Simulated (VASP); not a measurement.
Consider the following.

```
CELL_PARAMETERS angstrom
      3.27214     0.00000     0.00000
     -1.63607     2.83376     0.00000
      0.00000     0.00000    15.05237
ATOMIC_POSITIONS crystal
  Mg 0.66667 0.33333 0.50000
  O  0.33333 0.66667 0.50000
```

Level of theory: r2SCAN meta-GGA, VASP's PBE PAW potentials (set 64) (plane waves; VASP). Run with 520 eV cut-off, 10×10×1 Γ-centred mesh, tetrahedra with Blöchl corrections, potentials Mg O.

The cell holds a wide vacuum, so values per volume refer to the whole cell.

Q: Give the energies of bands 2 to 7 at the high-symmetry points, in eV from the valence-band maximum.

A: 
```json
[
 {"band": "2", "Γ": "-0.96", "M": "-2.29", "K": "-1.67"},
 {"band": "3", "Γ": "-0.30", "M": "-0.52", "K": "-1.52"},
 {"band": "4", "Γ": "-0.30", "M": "-0.11", "K": "0.00"},
 {"band": "5", "Γ": "4.05", "M": "8.31", "K": "9.51"},
 {"band": "6", "Γ": "5.73", "M": "8.66", "K": "9.94"},
 {"band": "7", "Γ": "6.12", "M": "9.12", "K": "10.04"}
]
```

The gap is indirect, 4.05 eV, from the valence maximum at K to the conduction minimum at Γ.

The cell is a sheet with vacuum, built from a generated structure.
